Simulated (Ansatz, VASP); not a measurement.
## GaN in two plane-wave programs

One calculation is typed for both programs; each brings its own data sets. How far apart do they land? The cell is taken from a series of runs on this material, whose earlier steps may have relaxed, scaled, displaced or heated it; both programs get it as it stands.

Method: plane waves, with VASP 6.6.1 beside it; single point at HSE06, in Ansatz 0.2.0.

**1. The structure**

The structure is cubic, space group F-43m (No. 216). Conventional cell: a = 4.498 Å, b = 4.498 Å, c = 4.498 Å, α = 90.00°, β = 90.00°, γ = 90.00°. Ga has 4 N at 1.95 Å nearest. Nearest to N lie 4 Ga at 1.95 Å. Farther neighbours and most contacts between anions are not listed.

**2. VASP: single point, HSE06**

A single point gives forces, pressure and levels at one fixed geometry, so differences don't come from the geometry; what else differs is listed under the comparison.

Lines of VASP's logs that name or quote its potential files are left out, and so is its time.

The run reads the wave functions of an earlier VASP run, which isn't shown here.

INCAR

```
SYSTEM = GaN
PREC = Accurate
ENCUT = 520
EDIFF = 1E-06
NELM = 100
ISMEAR = -1
SIGMA = 0.02
LREAL = .FALSE.
ALGO = Normal
LHFCALC = .TRUE.
AEXX = 0.25
GGA = PE
HFSCREEN = 0.208
LASPH = .TRUE.
NBANDS = 15
PRECFOCK = Fast
LORBIT = 11
LWAVE = .FALSE.
LCHARG = .FALSE.
KPAR = 8
ISIF = 2
```

POSCAR

```
GaN
1.0
    0.0000000000      2.2490993638      2.2490993638
    2.2490993638      0.0000000000      2.2490993638
    2.2490993638      2.2490993638      0.0000000000
Ga N
1 1
Direct
    0.0000000000      0.0000000000      0.0000000000
    0.7500000000      0.7500000000      0.7500000000
```

KPOINTS

```
Automatic mesh
0
Gamma
7 7 7
0 0 0
```

The projector-augmented-wave data sets are Ga_d and N (PBE family, release 64).

The run is started by

```sh
$ mpirun -np 8 vasp_std
```

Numbers of over 12 decimals in the logs are rounded to 6 here.

The log of the run:

```text
[banner, memory and clock lines left out]
running    8 mpi-ranks, on    1 nodes
 distrk:  each k-point on    1 cores,    8 groups
 distr:  one band on    1 cores,    1 groups

 POSCAR found type information on POSCAR GaN
 POSCAR found :  2 types and       2 ions
|                                                                             |
|           W    W    AA    RRRRR   N    N  II  N    N   GGGG   !!!           |
|           W    W   A  A   R    R  NN   N  II  NN   N  G    G  !!!           |
|           W    W  A    A  R    R  N N  N  II  N N  N  G       !!!           |
|           W WW W  AAAAAA  RRRRR   N  N N  II  N  N N  G  GGG   !            |
|           WW  WW  A    A  R   R   N   NN  II  N   NN  G    G                |
|           W    W  A    A  R    R  N    N  II  N    N   GGGG   !!!           |
|                                                                             |
|     For optimal performance we recommend to set                             |
|       NCORE = 2 up to number-of-cores-per-socket                            |
|     NCORE specifies how many cores store one orbital (NPAR=cpu/NCORE).      |
|     This setting can greatly improve the performance of VASP for DFT.       |
|     The default, NCORE=1 might be grossly inefficient on modern             |
|     multi-core architectures or massively parallel machines. Do your        |
|     Unfortunately you need to use the default for GW and RPA                |
|     calculations (for HF NCORE is supported but not extensively tested      |
|     yet).                                                                   |
|                                                                             |

 LDA part: xc-table for (Slater+PW92), standard interpolation
 found WAVECAR, reading the header
 POSCAR, INCAR and KPOINTS ok, starting setup
 FFT: planning ... GRIDC
 FFT: planning ... GRID_SOFT
 FFT: planning ... GRID
 reading WAVECAR
 the WAVECAR file was read successfully
 initial charge from wavefunction
 entering main loop
       N       E                     dE             d eps       ncg     rms          rms(c)
DAV:   1    -0.147468225414E+02   -0.14747E+02   -0.52353E-01   867   0.243E+01    0.612E-01
DAV:   2    -0.147428763726E+02    0.39462E-02   -0.44471E-02   763   0.572E+00    0.398E-01
DAV:   3    -0.147408200027E+02    0.20564E-02   -0.59848E-03   839   0.201E+00    0.208E-01
DAV:   4    -0.147405380540E+02    0.28195E-03   -0.11722E-03   857   0.467E-01    0.100E-01
DAV:   5    -0.147404490808E+02    0.88973E-04   -0.69160E-05   726   0.106E-01    0.582E-02
DAV:   6    -0.147404167987E+02    0.32282E-04   -0.12535E-05   726   0.379E-02    0.337E-02
DAV:   7    -0.147404047654E+02    0.12033E-04   -0.41929E-06   712   0.205E-02    0.197E-02
DAV:   8    -0.147404005104E+02    0.42550E-05   -0.11006E-06   531   0.142E-02    0.119E-02
DAV:   9    -0.147403989140E+02    0.15964E-05   -0.60806E-07   405   0.977E-03    0.728E-03
DAV:  10    -0.147403983360E+02    0.57800E-06   -0.32963E-07   398   0.594E-03
   1 F= -.14740398E+02 E0= -.14740398E+02  d E =-.704167E-12
```

Parts of OUTCAR (step 2):

```text
ion  position               nearest neighbor table
   1  0.000  0.000  0.000-   2 1.95   2 1.95   2 1.95   2 1.95
   2  0.750  0.750  0.750-   1 1.95   1 1.95   1 1.95   1 1.95

  LATTYP: Found a face centered cubic cell.
 ALAT       =     4.4981987276

 Subroutine GETGRP returns: Found 24 space group operations
 (whereof 24 operations were pure point group operations)

The static configuration has the point symmetry T_d .

 Found     20 irreducible k-points:

   k-points           NKPTS =     20   k-points in BZ     NKDIM =    343   number of bands    NBANDS=     15

   dimension x,y,z NGX =    24 NGY =   24 NGZ =   24
   dimension x,y,z NGXF=    48 NGYF=   48 NGZF=   48

   ENCUT  =  520.0 eV  38.22 Ry    6.18 a.u.   5.91  5.91  5.91*2*pi/ulx,y,z

   NELECT =      18.0000    total number of electrons

 k-points in reciprocal lattice and weights: Automatic mesh
   0.00000000  0.00000000  0.00000000       0.003
   0.14285714  0.00000000  0.00000000       0.023
   0.28571429  0.00000000  0.00000000       0.023
   0.42857143  0.00000000  0.00000000       0.023
   0.14285714  0.14285714  0.00000000       0.017
   0.28571429  0.14285714  0.00000000       0.070
   0.42857143  0.14285714  0.00000000       0.070
  -0.42857143  0.14285714  0.00000000       0.070
  -0.28571429  0.14285714  0.00000000       0.070
[...]
-0.42857143  0.42857143  0.14285714       0.070
  -0.28571429  0.42857143  0.14285714       0.070

  exchange ACFDT corr.  =         0.00000000  see jH, gK, PRB 81, 115126

 average (electrostatic) potential at core
       1 -56.4360       2 -56.9647

 E-fermi :   4.9849

 k-point     1 :       0.0000    0.0000    0.0000
  band No.  band energies     occupation
    ...
      5     -10.7301      2.00000
      6     -10.7301      2.00000
      7       4.5206      2.00000
      8       4.5206      2.00000
      9       4.5206      2.00000
     10       7.5373      0.00000
     11      16.4756      0.00000
     12      16.4756      0.00000
     13      16.4756      0.00000
     14      23.9863      0.00000
    ...

 k-point     2 :       0.1429    0.0000    0.0000
  band No.  band energies     occupation
    ...
      5     -10.7319      2.00000
      6     -10.7319      2.00000
      7       2.6126      2.00000
      8       4.2970      2.00000
      9       4.2970      2.00000
     10       8.9070      0.00000
     11      15.6166      0.00000
     12      16.7989      0.00000
     13      16.7989      0.00000
     14      23.1946      0.00000
    ...

 k-point     3 :       0.2857    0.0000    0.0000
  band No.  band energies     occupation
    ...
      5     -10.7217      2.00000
      6     -10.3041      2.00000
      7      -0.3497      2.00000
      8       3.8428      2.00000
      9       3.8428      2.00000
     10      10.2542      0.00000
     11      14.8782      0.00000
     12      16.9091      0.00000
     13      16.9091      0.00000
     14      21.9559      0.00000
    ...

  Total       -0.0155100     -0.0155100     -0.0155100      0.0000000     -0.0000000      0.0000000
  in kB       -1.0921117     -1.0921117     -1.0921117      0.0000000     -0.0000000      0.0000000
  external PRESSURE =      -1.0921117 kB  Pullay stress =       0.0000000 kB

  energy-cutoff  :      520.00
  volume of cell :       22.75
      direct lattice vectors                 reciprocal lattice vectors
     0.000000000  2.249099364  2.249099364    -0.222311210  0.222311210  0.222311210
     2.249099364  0.000000000  2.249099364     0.222311210 -0.222311210  0.222311210
     2.249099364  2.249099364  0.000000000     0.222311210  0.222311210 -0.222311210

 POSITION                                       TOTAL-FORCE (eV/Angst)
 -----------------------------------------------------------------------------------
      0.00000      0.00000      0.00000        -0.000000     -0.000000     -0.000000
      3.37365      3.37365      3.37365         0.000000      0.000000      0.000000
 -----------------------------------------------------------------------------------
    total drift:                               -0.000005      0.000008      0.000000

  FREE ENERGIE OF THE ION-ELECTRON SYSTEM (eV)
  ---------------------------------------------------
  free  energy   TOTEN  =       -14.7403983360 eV

  energy  without entropy=      -14.7403983360  energy(sigma->0) =      -14.74039834

 total charge
# of ion       s       p       d       tot
------------------------------------------
    1        0.756   0.900  10.203  11.859
    2        1.221   2.542   0.000   3.763
--------------------------------------------------
tot          1.977   3.442  10.203  15.622

[... 3 further parts left out ...]
```

The run ends at a pressure of -0.11 GPa.

(Continued in part 2 of 2.)

[Lines on the potential files, build, host, timing and source positions are cut from VASP's logs without a mark.]

[Logs are printed without paths, hosts, clocks, repeated set-up lines and the standing remarks that a program may print on its own settings, such as how far it seeks lower states.]

[Hosts, paths, dates, database ids (printed as entryN), source tags and the programs' standing remarks are cut or masked in the printed files.]
